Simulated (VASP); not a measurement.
All values below come from optB88-vdW, VASP's PBE PAW potentials (set 64) (plane waves; VASP).

The input files of a VASP run:

**INCAR**
```
SYSTEM = Sc
PREC = Accurate; ENCUT = 520; LREAL = F
LASPH = T
EDIFF = 1E-7; NELM = 100; ALGO = Normal
LMAXMIX = 4
ISMEAR = 1; SIGMA = 0.1
GGA = BO; LUSE_VDW = T; AGGAC = 0.0
PARAM1 = 0.1833333333; PARAM2 = 0.22
IBRION = 2; NSW = 30; ISIF = 4
EDIFFG = -0.01
LWAVE = F; LCHARG = F
```

### POSCAR
```
Sc
1
    1.6466220650    -2.8520329922     0.0000000000
    1.6466220650     2.8520329922     0.0000000000
    0.0000000000     0.0000000000     5.0929517222
Sc
2
Direct
  0.3333330000   0.6666670000   0.2500000000
  0.6666670000   0.3333330000   0.7500000000
```

**KPOINTS**
```
Automatic
0
G
 13 13 7
```

POTCAR, in this order: Sc_sv (PBE.64 set). Program: vasp_std.

Q: Estimate the energy per atom (σ→0), band gap (on the k-mesh).

A: 
| Property | Value |
|---|---|
| energy per atom (σ→0) | -3.473 eV/atom |
| band gap (on the k-mesh) | none (metal, semimetal or under 0.01 eV) |

### OSZICAR
```
...
   1 F= -.69465125E+01 E0= -.69458900E+01  d E =-.694651E+01
       N       E                     dE             d eps       ncg     rms          rms(c)
DAV:   1    -0.694661572371E+01   -0.10325E-03   -0.12813E-02  2751   0.243E+00    0.739E-02
DAV:   2    -0.694660130470E+01    0.14419E-04   -0.92468E-04  4053   0.498E-01    0.474E-02
DAV:   3    -0.694655173727E+01    0.49567E-04   -0.16147E-04  4658   0.181E-01    0.694E-03
DAV:   4    -0.694655073784E+01    0.99942E-06   -0.76889E-06  3830   0.475E-02    0.326E-03
DAV:   5    -0.694655073181E+01    0.60322E-08   -0.30444E-07  2493   0.978E-03
   2 F= -.69465507E+01 E0= -.69459513E+01  d E =-.382466E-04
```

The compound is Sc in the hcp structure. This run relaxes it. Symmetry was kept, so distortions that lower it aren't found.
